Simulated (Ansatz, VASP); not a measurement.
# Zn: VASP beside Ansatz, part 2 of 2

Aim: how closely do two programs agree when they are given the same cell, functional and k mesh? The structure shown is frame 125 of Ansatz's trajectory.

VASP 6.6.1 and Ansatz 0.2.0.

So far: Starting point; Ansatz: dynamics, PBE.

## 3. VASP: single point, PBE

Level of this step: PBE; plane waves and PAW (Zn) (VASP).

The same cell, functional, mesh and smearing now go to VASP, with its own data sets.

Lines of VASP's logs that name or quote its potential files are left out, and so is its time.

The input, INCAR:

```
SYSTEM = Zn
PREC = Accurate
ENCUT = 400
EDIFF = 1E-06
NELM = 120
ISMEAR = -1
SIGMA = 0.062
LREAL = Auto
ALGO = Normal
GGA = PE
NBANDS = 336
LORBIT = 11
LWAVE = .FALSE.
LCHARG = .FALSE.
ISIF = 2
LASPH = .TRUE.
GGA_COMPAT = .FALSE.
EFERMI = MIDGAP
NCORE = 2
```

The input, POSCAR:

```
Zn
1.0
    9.2567000000      0.0000000000      0.0000000000
    0.0000000000      9.2567000000      0.0000000000
    0.0000000000      0.0000000000      9.2567000000
Zn
48
Direct
    0.4899694275      0.9744725442      0.0930137090
    0.9875765662      0.4543411799      0.3038123737
    0.7068393704      0.5234586840      0.6126157270
    0.9876737930      0.8951894304      0.4983309387
    0.4173733620      0.7855499260      0.2679140514
    0.4397895578      0.0889193773      0.3525662493
    0.2129160500      0.2742446012      0.6719781348
    0.3815182516      0.4177190575      0.9702809857
    0.0050990094      0.6727883587      0.6517225361
    0.0136873832      0.0054122960      0.9727656724
    0.5739410373      0.9399786101      0.5456156082
    0.7446174123      0.8295504878      0.0442382274
    0.1658690462      0.5071785842      0.5390149837
    0.1694232286      0.5458964858      0.8106128534
    0.5418345631      0.1736363931      0.9593159549
    0.4274633509      0.4595482191      0.6695690689
    0.2734991952      0.8005228645      0.5242148930
    0.7551827325      0.2870569425      0.8510376268
    0.1353506109      0.9124634049      0.7454816511
    0.7416033792      0.8111097907      0.6849201119
    0.2798945629      0.0529346311      0.5685935593
    0.6657772208      0.9318223557      0.2982488360
    0.3732107555      0.7227197597      0.7590502015
    0.9653116121      0.1430423369      0.6995581579
    0.8874004775      0.3604092171      0.5625438871
    0.0922250910      0.5599943824      0.0658874113
    0.6879341450      0.0392472479      0.7994317629
    0.2544859399      0.8735942615      0.0062549289
    0.7228493956      0.1528082362      0.1742737693
    0.2726565623      0.1430207309      0.0768200331
    0.6558816857      0.3420981559      0.4010068383
    0.0984152020      0.2265710242      0.4311795780
    0.1178929856      0.7123272873      0.2905679130
    0.6564758499      0.6346862273      0.2797109121
    0.8892585911      0.5078267633      0.8534574957
    0.4785074595      0.6720861646      0.0547819417
    0.9821534672      0.1696608943      0.1910724124
    0.0308749338      0.2740177385      0.9588406235
    0.8410772738      0.1273131894      0.4470275584
    0.5191482926      0.6606349995      0.5067140558
    0.4301749003      0.9696220035      0.8022837512
    0.3146261627      0.5124936532      0.2278565796
    0.1605863861      0.9898235872      0.2682165351
    0.3386952154      0.3231713246      0.4362785874
    0.9681419944      0.7505050396      0.9059600073
    0.6122052135      0.5622630095      0.8451067875
    0.7112793976      0.4499767736      0.0874825802
    0.4980608640      0.3042012812      0.1938379768
```

The input, KPOINTS:

```
Automatic mesh
0
Gamma
1 1 1
0 0 0
```

Potentials, in the order of the species: Zn (PBE family, release 64).

Launch:

```
$ mpirun -np 8 vasp_gam
```

Numbers of over 12 decimals in the logs are rounded to 6 here.

Log:

```text
[banner, memory and clock lines left out]
running    8 mpi-ranks, on    1 nodes
[...]
LDA part: xc-table for (Slater+PW92), standard interpolation
 POSCAR, INCAR and KPOINTS ok, starting setup
[...]
entering main loop
       N       E                     dE             d eps       ncg     rms          rms(c)
DAV:   1     0.622419373956E+04    0.62242E+04   -0.23880E+05   672   0.260E+03
DAV:   2     0.943527503887E+03   -0.52807E+04   -0.51645E+04   672   0.656E+02
DAV:   3     0.423548391551E+02   -0.90117E+03   -0.85616E+03   688   0.211E+02
DAV:   4    -0.362222781909E+02   -0.78577E+02   -0.72118E+02   712   0.670E+01
[...]
DAV:  15    -0.325828150901E+02    0.16641E-05   -0.48470E-05   688   0.675E-02    0.101E-02
DAV:  16    -0.325828166849E+02   -0.15948E-05   -0.34088E-05   688   0.330E-02    0.826E-03
DAV:  17    -0.325828165127E+02    0.17219E-06   -0.43408E-06   632   0.149E-02
   1 F= -.32582817E+02 E0= -.32463295E+02  d E =-.239042E+00
```

Parts of OUTCAR (step 3):

```text
  Total       24.4732401     33.4261589     26.2023977     -1.7162482      0.6966100     -0.7078634
  in kB       49.4348803     67.5193867     52.9277033     -3.4667468      1.4071220     -1.4298533
  external PRESSURE =      56.6273234 kB  Pullay stress =       0.0000000 kB

 POSITION                                       TOTAL-FORCE (eV/Angst)
 -----------------------------------------------------------------------------------
      4.53550      9.02040      0.86100         0.269548     -0.798405      0.716465
      9.14170      4.20570      2.81230        -0.046311     -0.174556     -0.150463
      6.54300      4.84550      5.67080         0.180936      0.243755     -0.144978
      9.14260      8.28650      4.61290         0.276589      0.125544      0.091668
      3.86350      7.27160      2.48000        -0.695408      0.266742      1.250565
      4.07100      0.82310      3.26360        -0.015092     -0.349326     -0.322739
      1.97090      2.53860      6.22030        -0.452906      0.683159      1.086316
      3.53160      3.86670      8.98160        -0.320772      0.306426     -0.381732
      0.04720      6.22780      6.03280        -0.718618      0.569352     -0.686702
      0.12670      0.05010      9.00460        -0.166502      0.176841     -0.082724
      5.31280      8.70110      5.05060        -1.019579      0.369076     -0.007932
      6.89270      7.67890      0.40950         0.085989     -0.066587     -0.266239
      1.53540      4.69480      4.98950         0.119917     -0.032292     -0.822223
      1.56830      5.05320      7.50360         0.574826     -0.585982      0.281828
[...]
-----------------------------------------------------------------------------------
    total drift:                                0.028433     -0.012550     -0.013297

  FREE ENERGIE OF THE ION-ELECTRON SYSTEM (eV)
  ---------------------------------------------------
  free  energy   TOTEN  =       -32.5828165127 eV

  energy  without entropy=      -32.3437740161  energy(sigma->0) =      -32.46329526

[... 3 further parts left out ...]
[key lines of the parts left out:]
E-fermi :   2.4369
```

The run ends at a pressure of 5.66 GPa, with forces up to 1.6 eV/Å.

## 4. Comparison

Known differences besides the potentials themselves: the cutoff is 520 eV in Ansatz and 400 eV in VASP (PREC = Accurate, projectors in real space). Total energies have different zeros and are not compared.

Forces on 7 of the 48 atoms, those with the largest forces and the largest differences (eV/Å; atoms numbered as in POSCAR):

```csv
atom,"Ansatz x, y, z","VASP x, y, z"
Zn5,"-0.676, 0.263, 1.229","-0.695, 0.267, 1.251"
Zn7,"-0.450, 0.674, 1.051","-0.453, 0.683, 1.086"
Zn9,"-0.700, 0.561, -0.669","-0.719, 0.569, -0.687"
Zn15,"-0.024, 1.286, -0.277","-0.034, 1.316, -0.293"
Zn17,"-0.052, -0.771, -0.818","-0.057, -0.787, -0.829"
Zn20,"1.033, -1.148, 0.453","1.049, -1.171, 0.458"
Zn36,"0.482, -0.124, -1.000","0.483, -0.129, -1.021"
```

The forces differ by 9.9 meV/Å r.m.s., which is 2.1 % of the r.m.s. force of 0.468 eV/Å (both taken over all components).

## 5. Outcome

```yaml
r_m_s_force_difference_single_point_pbe: 2.1 % of the r.m.s. force
```

What this shows: The r.m.s. force difference is 2.1 % of the r.m.s. force (single point, PBE), within the 3 % picked in this series as the mark of a large difference. 2 further runs of this series are not shown here. How closely two codes agree says nothing of how well the functional describes the real material.

[Lines on the potential files, build, host, timing and source positions are cut from VASP's logs without a mark.]

[Logs are printed without paths, hosts, clocks, repeated set-up lines and the standing remarks that a program may print on its own settings, such as how far it seeks lower states.]

[Hosts, paths, dates, database ids (printed as entryN), source tags and the programs' standing remarks are cut or masked in the printed files.]
